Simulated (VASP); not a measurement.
The system is SnSe2.

```
Sn Se
1.0
     3.83657    0.00000    0.00000
    -1.91829    3.32257    0.00000
     0.00000    0.00000    6.50391
Sn Se
1 2
Direct
  0.00000 0.00000 0.00000
  0.33333 0.66667 0.23465
  0.66667 0.33333 0.76535
```

The cell is a database's computed one.

| Item | Value |
| --- | --- |
| Program | VASP 6.6.1 |
| Task | relaxation of cell and atoms |
| Functional | r2SCAN |
| Dispersion | rVV10 |
| Potentials or basis | VASP PAW PBE potentials, release 64 (Sn_d, Se) |
| Cutoff | 600 eV |
| k mesh | 10 × 10 × 5 |
| Occupations | gaussian, width 0.02 eV |
| Spin | no spin polarisation |

At the start: pressure 1.3 GPa; volume 27.64 Å³/atom.

Q: Where does the relaxation end?

A: Over 19 steps the energy falls by 13.8 meV/atom and the volume is 26.42 Å³/atom (-4.4 %); space group P-3m1 (No. 164, to 0.05 Å).

The path:
```csv
step,energy change (eV),largest force (eV/Å),pressure (GPa),volume (Å³)
1,0.0000,0.5697,1.30,82.91
2,-0.0120,0.0978,-1.71,85.63
3,-0.0186,0.1434,-0.64,84.59
4,-0.0242,0.0969,-0.30,83.69
5,-0.0252,0.0682,-0.09,83.16
6,-0.0274,0.0838,0.00,82.76
7,-0.0327,0.1312,0.30,81.56
8,-0.0359,0.2272,1.03,79.15
9,-0.0365,0.2157,0.98,79.11
10,-0.0380,0.1831,0.83,78.98
11,-0.0398,0.1183,0.55,78.71
12,-0.0386,0.0073,0.04,78.17
13,-0.0401,0.0772,0.38,78.53
14,-0.0405,0.0652,0.31,78.66
15,-0.0412,0.0285,0.08,79.07
16,-0.0408,0.0444,-0.34,79.87
17,-0.0413,0.0036,-0.07,79.35
18,-0.0414,0.0036,-0.05,79.33
19,-0.0414,0.0043,0.01,79.27
```

Final structure:
```cif
data_structure
_symmetry_space_group_name_H-M 'P 1'
_symmetry_Int_Tables_number 1
_cell_length_a 3.8293
_cell_length_b 3.8293
_cell_length_c 6.2427
_cell_angle_alpha 90.000
_cell_angle_beta 90.000
_cell_angle_gamma 120.000
_cell_volume 79.27
loop_
_atom_site_label
_atom_site_type_symbol
_atom_site_fract_x
_atom_site_fract_y
_atom_site_fract_z
_atom_site_occupancy
Sn1 Sn 0.00000 0.00000 0.00000 1
Se1 Se 0.33333 0.66667 0.25270 1
Se2 Se 0.66667 0.33333 0.74730 1
```

Caveat: the PAW data sets were made with another functional, which shifts forces and pressure a little.
